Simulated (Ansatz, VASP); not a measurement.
# MnPt in two plane-wave programs

Wanted: the spread between two codes on one cell, functional and k mesh. The cell is taken from a series of VASP runs on this material, whose earlier steps may have relaxed, scaled or displaced it; both programs get it as it stands. Other levels of theory on this material are compared in a session of their own.

Method: plane waves, with VASP 6.6.1 beside it; band structure at PBEsol with D3(BJ), in Ansatz 0.2.0.

### 1. Starting point

Symmetry: P4/mmm, No. 123, tetragonal system. The conventional cell has a = 2.720 Å, b = 2.720 Å, c = 3.654 Å, α = 90.00°, β = 90.00°, γ = 90.00°. Mn has 8 Pt at 2.65 Å and 4 Mn at 2.72 Å nearest. Nearest to Pt lie 8 Mn at 2.65 Å and 4 Pt at 2.72 Å. Farther neighbours are not listed.

### 2. Ansatz: band structure, PBEsol with D3(BJ)

Ansatz runs on its default PAW (the set named soft_2) files.

A single point gives forces, pressure and levels at one fixed geometry, so differences don't come from the geometry; what else differs is listed under the comparison.

input.yaml

```yaml
crystal:
  lattice:
    - [5.4397418177, 0.0, 0.0]
    - [2.7198709088, 2.7198709088, 0.0]
    - [0.0, 0.0, 3.6539350732]
  atoms:
    - { symbol: Mn, position: [0.0, 0.0, 0.0], spin: 3.465 }
    - { symbol: Mn, position: [0.5, 0.0, 0.0], spin: -3.465 }
    - { symbol: Pt, position: [0.0, 0.5, 0.5] }
    - { symbol: Pt, position: [0.5, 0.5, 0.5] }
hamiltonian:
  xc: pbesol
  pseudopotentials: { kind: paw }
  dispersion: d3bj
magnetization:
  spin_polarized: true
kpoints:
  mp_grid: { grid: [7, 7, 5] }
  band_path:
    path:
      - [0.0, 0.0, 0.0]
      - [0.13333, 0.0, 0.0]
      - [0.3, 0.0, 0.0]
      - [0.46667, 0.0, 0.0]
      - [0.4, -0.1, 0.0]
      - [0.23333, -0.26667, 0.0]
      - [0.06667, -0.43333, 0.0]
      - [0.0, -0.43333, 0.0]
      - [0.0, -0.26667, 0.0]
      - [0.0, -0.1, 0.0]
      - [0.0, 0.0, 0.03333]
      - [0.0, 0.0, 0.2]
      - [0.0, 0.0, 0.36667]
      - [0.0, 0.0, 0.5]
      - [0.16667, 0.0, 0.5]
      - [0.3, 0.0, 0.5]
      - [0.46667, 0.0, 0.5]
      - [0.4, -0.1, 0.5]
      - [0.23333, -0.26667, 0.5]
      - [0.06667, -0.43333, 0.5]
      - [0.0, -0.43333, 0.5]
      - [0.0, -0.26667, 0.5]
      - [0.0, -0.1, 0.5]
      - [0.5, 0.0, 0.03333]
      - [0.5, 0.0, 0.2]
      - [0.5, 0.0, 0.36667]
      - [0.0, -0.5, 0.0]
      - [0.0, -0.5, 0.16667]
      - [0.0, -0.5, 0.33333]
      - [0.0, -0.5, 0.5]
    npoints: 1
scf:
  occupations: { method: methfessel_paxton, width: 0.2 }
  n_extra_bands: 13
output:
  forces: true
  stress: true
  eigenvalues: true
```

Command:

```
> ansatz run input.yaml --threads 2 --pin off --max-ram 4608MiB --backend cpu --events-out ev --progress --plain --runs-dir out
```

Numbers of over 12 decimals in the logs are rounded to 6 here.

Log:

```text
scf.n_extra_bands = 13 over 33 filled bands (N_el = 66.0): the run solves 46 bands
Engine: ansatz 0.2.0, x86_64-unknown-linux-gnu
Pseudopotentials: kind: paw
Pseudopotential: Mn, paw, valence charge 15, recommended cutoff 420 eV (normal), Mn.paw.azcp
Pseudopotential: Pt, paw, valence charge 18, recommended cutoff 420 eV (normal), Pt.paw.azcp
Functional definition: PBEsol
  exchange = pbesol_x
  correlation = pbesol_c
Crystal: 4 atoms, lattice volume = 54.061 Å³
Basis set: ecut = 420 eV, 1053 PW (Γ), exchange–correlation on 80×54×50 points (8 copies of the dense FFT grid, shifted against one another)
Bands: 46, of which v1, the nominal top of the filled ones, is band 33 counted from 1 (32 counted from 0)
Symmetry: 16 space group operations
Space group: P4/mmm (ITA 123), of the structure as read, at distance tolerance 3.8e-5 Å
Magnetic group: BNS 123.349 (UNI 1009), of the structure as read, at distance tolerance 3.8e-5 Å
k-points: 30 of 245
Non-local potential: Mn, projectors of the file, l = 0: 3, l = 1: 2, l = 2: 3, l = 3: 1
Non-local potential: Pt, projectors of the file, l = 0: 3, l = 1: 2, l = 2: 2, l = 3: 1
PAW form: soft (Blöchl's): semilocal exchange-correlation on the pseudo side does not see the compensation charge
PAW frozen core: Mn, regenerated for the run's functional, and the local potential with it (the file was generated under x = pbe(κ = 0.804, μ = 0.219515), c = pbe(β = 0.066725))
PAW frozen core: Pt, regenerated for the run's functional, and the local potential with it (the file was generated under x = pbe(κ = 0.804, μ = 0.219515), c = pbe(β = 0.066725))
PAW one-centre angular grid: Mn, 590 points (default); XC on 64 Gauss nodes
PAW one-centre angular grid: Pt, 590 points (default); XC on 64 Gauss nodes
Initial density: superposition of atomic densities (chi_scale 0.1, normalization cell)
Starting moments: Σ|m| = 6.93 μB on 2 of 4 sites
Starting magnetic order: antiferromagnet; a translation exchanges its spin sublattices: spin-degenerate at every k-point
Initial wavefunctions: pseudopotential atomic-orbital guess
Functional: x = pbesol(κ = 0.804, μ = 0.123457), c = pbesol(β = 0.046)
SCF iter   1: F=—  HF=-32509.911666 eV  |F-HF|=—  |Δ(HF+E_count)|=         —  Δρ=5.97e-2 (↑5.97e-2 ↓5.97e-2)  dr2=8.55e0  dr2_m=1.38e-1  M=0.000 μB ∫|m|=6.339 μB  β_m=0.30  ethr=3.10e-3  ⟨swp⟩=5.0  Hψ=4419  notcnv=0  defer=23
Mixer restart at iter 1: flushing history
preconditioner: auto → Kerker (q_TF=auto, 2.821 Å⁻¹)  [metal: Δε(μ)=0.008 eV  Ē_g=9.443 eV  σ=0.200 eV  W_gap=0.02  n_scr=18 (ndim 8)  ℏωp=29.4 eV  f_vac=0.000  D(μ)=3.07/eV (n_scr^D=26)]
spin=Collinear: Kerker preconditioning applied to the charge; magnetization (m = ρ↑ − ρ↓) channel mixes plain (no charge-response kernel on spin).
SCF iter   2: F=—  HF=-32508.813778 eV  |F-HF|=—  |Δ(HF+E_count)|=    1.10e0  Δρ=3.55e-2 (↑3.55e-2 ↓3.55e-2)  dr2=3.11e0  dr2_m=7.20e-2  M=0.000 μB ∫|m|=6.862 μB  β_m=0.46  ethr=3.10e-3  ⟨swp⟩=2.5  Hψ=2283  notcnv=0  defer=120
SCF iter   3: F=—  HF=-32508.786776 eV  |F-HF|=—  |Δ(HF+E_count)|=   2.70e-2  Δρ=1.43e-2 (↑1.43e-2 ↓1.43e-2)  dr2=1.28e-1  dr2_m=7.29e-2  M=0.000 μB ∫|m|=7.199 μB  β_m=0.58  ethr=3.10e-3  ⟨swp⟩=2.0  Hψ=2114  notcnv=0  defer=121
SCF iter   4: F=—  HF=-32508.860493 eV  |F-HF|=—  |Δ(HF+E_count)|=   7.37e-2  Δρ=7.87e-3 (↑7.87e-3 ↓7.87e-3)  dr2=4.96e-2  dr2_m=1.98e-2  M=0.000 μB ∫|m|=7.259 μB  β_m=0.63  ethr=1.94e-4  ⟨swp⟩=1.0  Hψ=1622  notcnv=0  defer=119
SCF iter   5: F=—  HF=-32508.859935 eV  |F-HF|=—  |Δ(HF+E_count)|=   5.57e-4  Δρ=1.53e-3 (↑1.53e-3 ↓1.53e-3)  dr2=2.39e-3  dr2_m=4.52e-4  M=0.000 μB ∫|m|=7.252 μB  β_m=0.65  ethr=7.51e-5  ⟨swp⟩=2.1  Hψ=1919  notcnv=0  defer=126
SCF iter   6: F=—  HF=-32508.858572 eV  |F-HF|=—  |Δ(HF+E_count)|=   1.36e-3  Δρ=5.51e-4 (↑5.51e-4 ↓5.51e-4)  dr2=3.30e-4  dr2_m=5.60e-6  M=0.000 μB ∫|m|=7.262 μB  β_m=0.83  ethr=3.62e-6  ⟨swp⟩=2.0  Hψ=2234  notcnv=0  defer=126
SCF iter   7: F=—  HF=-32508.859317 eV  |F-HF|=—  |Δ(HF+E_count)|=   7.44e-4  Δρ=4.25e-4 (↑4.25e-4 ↓4.25e-4)  dr2=2.40e-4  dr2_m=2.74e-5  M=0.000 μB ∫|m|=7.268 μB  β_m=0.91  ethr=5.00e-7  ⟨swp⟩=2.0  Hψ=1889  notcnv=0  defer=126
SCF iter   8: F=—  HF=-32508.847944 eV  |F-HF|=—  |Δ(HF+E_count)|=         —  Δρ=7.34e-4 (↑7.34e-4 ↓7.34e-4)  dr2=2.84e-4  dr2_m=1.95e-4  M=0.000 μB ∫|m|=7.285 μB  β_m=0.91  ethr=3.63e-7  ⟨swp⟩=2.1  Hψ=1807  notcnv=0  defer=126
Mixer restart at iter 8: flushing history
iteration 8: the input's own smearing fills from here on; a Gaussian of 0.2 eV has filled iterations ahead of it
SCF iter   9: F=—  HF=-32508.848041 eV  |F-HF|=—  |Δ(HF+E_count)|=   9.74e-5  S|Δr|=    0.00e0  Δρ=7.08e-4 (↑7.08e-4 ↓7.08e-4)  dr2=6.90e-4  dr2_m=6.35e-5  M=0.000 μB ∫|m|=7.288 μB  β_m=0.87  ethr=3.63e-7  ⟨swp⟩=2.0  Hψ=2029  notcnv=0  defer=126
SCF iter  10: F=—  HF=-32508.848064 eV  |F-HF|=—  |Δ(HF+E_count)|=   2.26e-5  S|Δr|=    0.00e0  Δρ=6.27e-4 (↑6.27e-4 ↓6.27e-4)  dr2=9.06e-4  dr2_m=9.34e-6  M=0.000 μB ∫|m|=7.293 μB  β_m=0.69  ethr=3.63e-7  ⟨swp⟩=2.0  Hψ=2171  notcnv=0  defer=126
SCF iter  11: F=—  HF=-32508.847957 eV  |F-HF|=—  |Δ(HF+E_count)|=   1.07e-4  S|Δr|=    0.00e0  Δρ=3.55e-5 (↑3.55e-5 ↓3.55e-5)  dr2=1.58e-6  dr2_m=2.87e-8  M=0.000 μB ∫|m|=7.293 μB  β_m=0.73  ethr=3.63e-7  ⟨swp⟩=2.4  Hψ=1871  notcnv=0  defer=126
SCF iter  12: F=—  HF=-32508.847956 eV  |F-HF|=—  |Δ(HF+E_count)|=   9.26e-7  S|Δr|=    0.00e0  Δρ=1.49e-5 (↑1.49e-5 ↓1.49e-5)  dr2=3.21e-7  dr2_m=1.73e-8  M=0.000 μB ∫|m|=7.293 μB  β_m=0.84  ethr=2.40e-9  ⟨swp⟩=1.5  Hψ=1368  notcnv=0  defer=126
SCF iter  13: F=—  HF=-32508.847956 eV  |F-HF|=—  |Δ(HF+E_count)|=   5.82e-8  S|Δr|=    0.00e0  Δρ=6.70e-6 (↑6.70e-6 ↓6.70e-6)  dr2=1.18e-7  dr2_m=1.68e-9  M=0.000 μB ∫|m|=7.294 μB  β_m=0.92  ethr=1.52e-10  ⟨swp⟩=9.8  Hψ=6297  notcnv=0
SCF iter  14: F=-32508.847956 eV  HF=-32508.847956 eV  |F-HF|=1.12e-8  |Δ(HF+E_count)|=   1.35e-8  S|Δr|=    0.00e0  Δρ=1.98e-6 (↑1.98e-6 ↓1.98e-6)  dr2=1.11e-8  dr2_m=2.60e-10  M=0.000 μB ∫|m|=7.293 μB  ethr=1.52e-10  ⟨swp⟩=3.0  Hψ=3444  notcnv=0
SCF 1 converged in 14 iterations: F = -32508.847956 eV  dr2 = 1.11e-8
  greatest PAW one-centre occupation: 1.002 electrons in one spin orbital (limit 2), on the Mn atom at site 1 (counted from 0), in its partial waves of l = 1
this state was not tested for a lower state beside it, because cold or Methfessel-Paxton smearing, or corrected tetrahedra, fill the levels in a way that the test cannot read (fill_not_monotonic; see scf.lower_state_search)
NSCF: frozen V_eff on 30 k-points
SCF converged after 14 iterations
Magnetization: 0.0000 μB (33.0000 up, 33.0000 down)
Absolute magnetization: 7.2993 μB (∫|ρ↑−ρ↓|, with the PAW one-centre terms)
Spin contamination: 3.7081 ħ² per cell (⟨S²⟩ above its minimum at these occupations)
Per-site moments (μB) at R_I (Å): [(3.439243, 1.094226), (-3.439243, 1.094226), (6.380248312058354e-16, 1.094226), (-6.380248312058354e-16, 1.094226)]
Free energy (F): -32508.847956 eV
Harris-Foulkes:  -32508.847956 eV  (|F-HF|=1.12e-8)
Internal energy: -32508.857276 eV  (E = F + TS)
E sigma→0 (E₀):  -32508.850286 eV
Entropy (-TS):   0.009320 eV (2.330 meV/atom)
Fermi energy:    21.820076 eV
--- Per-component energies (eV) ---
  E_band       = -634.881878
  E_kinetic    = 1886.525716
  E_local      = -6297.788512  (includes V_loc(G=0)·N_el)
  E_nonlocal   = 895.676614
  E_hartree    = 2480.155363
  E_xc         = -749.298691
  E_vxc        = -898.778077  (∫ρ·V_xc dr)
  E_paw        = -21175.991396  (= ΣΔE_a)
  E_vpaw       = -1180.831049  (= ΣTr[D̂ρ^β])
  E_aug_tail   = 0.000316  (compensation charges beyond the density's cutoff)
  E_ewald      = -9546.953806
  E_disp       = -2.096143  (pairwise vdW)
  E_core_change = 0.913263  (= ΣΔE_core)
  E_smearing   = 0.009320  (= −TS)
  E_closure    = 0.000000  (closes the sum)
  Σ components = -32508.847956   (vs F -32508.847956, Δ=0.00e0)
--- Forces (eV/Å), atoms counted from 1 ---
  atom   1  Mn     0.00000000    -0.00000000     0.00000000
  atom   2  Mn    -0.00000000    -0.00000000     0.00000000
  atom   3  Pt     0.00000000     0.00000000     0.00000000
  atom   4  Pt     0.00000000     0.00000000     0.00000000
  max |Σ_I F_I| component: 2.21e-29 eV/Å
--- Stress (GPa, compression-positive) ---
        0.680998       0.000000       0.000000
        0.000000       0.680998       0.000000
        0.000000       0.000000       0.813139
  P = ⅓ Tr σ = 0.7250 GPa (7.250 kbar)
--- Band table (eV; the first three rows and the last of 60) ---
  k-point 0 ↑: bands = [... 29 lower, 21.4028, 21.4028, 21.9405, 22.8099, 22.8099, 23.0439, 23.1285, 23.2622, ... 9 higher]
  k-point 1 ↑: bands = [... 29 lower, 20.1486, 20.8128, 21.8019, 21.9429, 22.4226, 22.4226, 22.8124, 22.9968, ... 9 higher]
  k-point 2 ↑: bands = [... 29 lower, 19.4774, 19.7838, 20.4312, 21.6726, 21.6726, 21.9467, 22.1698, 22.6784, ... 9 higher]
  k-point 29 ↓: bands = [... 29 lower, 19.2187, 19.6108, 19.8891, 20.0391, 22.3069, 22.3797, 22.4759, 22.5106, ... 9 higher]
```

The job ended after 7.8 s (2 threads of Intel Xeon at 2.80GHz (Skylake/Cascade Lake), shared host; peak memory 0.53 GiB).

In the SCF lines HF is the Harris–Foulkes energy and dr2 the Hartree energy of the density residual, in eV; the loop may stop once dr2 is under the threshold and the program's other checks hold. Hψ counts applications of the Hamiltonian.

[end of part 1 of 2]

[Lines on the potential files, build, host, timing and source positions are cut from VASP's logs without a mark.]

[Logs are printed without paths, hosts, clocks, repeated set-up lines and the standing remarks that a program may print on its own settings, such as how far it seeks lower states.]

[Hosts, paths, dates, database ids (printed as entryN), source tags and the programs' standing remarks are cut or masked in the printed files.]
